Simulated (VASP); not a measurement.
# Al2O3: single point with LDA

Crystal: Al2O3.

```
Al O
1.0
     2.65358    0.00000    0.00000
    -1.32679    2.29807    0.00000
     0.00000    0.00000   10.08369
Al O
2 3
Direct
  0.00000 0.00000 0.14999
  0.00000 0.00000 0.85001
  0.33333 0.66667 0.22232
  0.66667 0.33333 0.00000
  0.33333 0.66667 0.77768
```

Measurements of this composition are mostly on another form, of space group No. 167.

The cell isn't the ideal one: strain -0.080 along x and y, +0.080 along z, atoms carried along.

```yaml
Program: VASP 6.6.1
Task: single point
Functional: LDA
Potentials_or_basis: VASP PAW LDA potentials, release 64 (Al, O)
Cutoff: 520 eV
k_mesh: 9 × 9 × 4
Occupations: gaussian, width 0.05 eV
Spin: no spin polarisation
```

```yaml
Pressure: 19.3 GPa
Largest_force: 3.018 eV/Å
Band_gap_on_the_k_mesh: 5.44 eV, direct
```

Forces on the atoms (eV/Å):
```
Al   0.000  0.000 -3.018
Al   0.000  0.000  3.018
O    0.000  0.000  0.664
O    0.000  0.000  0.000
O    0.000  0.000 -0.664
```

Stress tensor (GPa, compression positive):
```
 37.03   0.00   0.00
  0.00  37.03   0.00
  0.00   0.00 -16.23
```

Levels at points of the mesh, in eV from the valence-band top:
```
           k point  band 10  band 11  band 12  band 13  band 14  band 15
(0.00, 0.00, 0.00)    -1.64     0.00     0.00     5.44     7.91     8.41
(0.00, 0.00, 0.50)    -1.66     0.00     0.00     5.61     7.21     9.27
```

It took 33 s on 1 thread of Intel(R) Xeon(R) Platinum 8488C (Sapphire Rapids) (shared host), peak memory 0.16 GiB.

Caveat: so large a pressure means that the cell lies far from this level's equilibrium, or that cutoff or potentials fall short; an odd mesh through Γ misses points on the zone boundary, where band edges often lie; forces of over 1 eV/Å show positions far from the minimum, so gaps and moduli don't describe the material at rest.
